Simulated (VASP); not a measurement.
Data:

```xyz
2
Lattice="0.0000 2.8898 2.8898 2.8898 0.0000 2.8898 2.8898 2.8898 0.0000" Properties=species:S:1:pos:R:3 pbc="T T T"
Ga     0.0000     0.0000     0.0000
As     1.4449     1.4449     1.4449
```

Computed with r2SCAN meta-GGA, VASP's PBE PAW potentials (set 64) (plane waves; VASP). Run with 520 eV cut-off, 8×8×8 Γ-centred mesh, Gaussian smearing of 0.050 eV, potentials Ga_d As.

Question: Estimate the energy per atom (σ→0), pressure, band gap (on the k-mesh) with the smallest direct gap where there is one.

Answer: 
band gap (on the k-mesh): 0.47 eV
smallest direct gap (on the k-mesh): 0.47 eV
energy per atom (σ→0): -13.510 eV/atom
pressure: -3.68 GPa

Total energies compare only between runs with the same potentials, cut-off and functional.

The compound is GaAs in the zinc blende structure. This cell is one point of a volume scan, at 1.06 of the reference volume.
